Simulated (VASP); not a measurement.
A convergence study with VASP on ZnS (space group no. 186 when undisturbed): one setting is varied, all else stays as given below, so the limit is that of these other settings. One atom is moved off its site, so that forces are finite.

```yaml
crystal:
  lattice:
    - [1.90045, -3.29168, 0.00000]
    - [1.90045, 3.29168, 0.00000]
    - [0.00000, 0.00000, 6.22870]
  atoms:
    - { symbol: Zn, position: [0.66667, 0.33333, 0.50803] }
    - { symbol: Zn, position: [0.33333, 0.66667, 0.00000] }
    - { symbol: S, position: [0.66667, 0.33333, 0.87500] }
    - { symbol: S, position: [0.33333, 0.66667, 0.37500] }
```

All values below come from PBEsol GGA, VASP's PBE PAW potentials (set 64) (plane waves; VASP). The tightest run used: 300 eV cut-off, 16×16×9 Γ-centred mesh, Fermi-Dirac smearing of 0.020 eV, potentials Zn S.

| setting | E (eV/atom) | pressure (GPa) | irreducible k-points |
|---|---|---|---|
| 2×2×1 mesh | -3.5215 | 0.84 | 2 |
| 3×3×2 mesh | -3.7268 | -0.42 | 6 |
| 4×4×2 mesh | -3.7737 | -0.95 | 8 |
| 4×4×3 mesh | -3.7730 | -0.91 | 9 |

Task: These are the cheaper rows. Estimate the results at 16×16×9 mesh, and how far the last row shown lies from them.

Result: 
```json
[
 {"quantity": "E (eV/atom)", "tightest run": "-3.7866", "last row shown is off by": "0.0136"},
 {"quantity": "pressure (GPa)", "tightest run": "-1.10", "last row shown is off by": "0.19"}
]
```

Left out are rungs that failed or repeat a setting and relaxations that didn't move; long series are thinned to 24 rows.

The structure is a typed ZnS crystal (space group no. 186). The cell was not relaxed at this level, it is distorted from the ideal structure.
